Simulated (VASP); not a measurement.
A cell of CuZn (CsCl type) near equilibrium:

```
CuZn
1.0
    2.91807     0.00000     0.00000
    0.00000     2.91807     0.00000
    0.00000     0.00000     2.91807
Zn Cu
1 1
Cartesian
  1.45904   1.45904   1.45904
  0.00000   0.00000   0.00000
```

Calculation: r2SCAN meta-GGA, VASP's PBE PAW potentials (set 64) (plane waves; VASP).

```json
[
 {"run": "as it is", "ΔE (meV/atom)": "0.0", "σxx": "0.76", "σyy": "0.76", "σzz": "0.76", "largest shear component, with its sign (GPa)": "0.00", "largest force (eV/Å)": "0.000"},
 {"run": "after one change", "ΔE (meV/atom)": "3.7", "σxx": "3.80", "σyy": "3.66", "σzz": "3.66", "largest shear component, with its sign (GPa)": "0.00", "largest force (eV/Å)": "0.000"}
]
```
Stress is in GPa, positive when the cell is compressed.

**Question.** What was changed between the two runs?
A) atom 2 (Cu) moved by 0.200 Å along y
B) atom 1 (Zn) moved by -0.050 Å along z
C) uniaxial strain of -2.0 % along x
D) uniaxial strain of +3.0 % along y

**Answer.** C, uniaxial strain of -2.0 % along x

The compound is CuZn in the CsCl type structure. The electron count is odd and the run is not spin-polarised, which forces a metal.
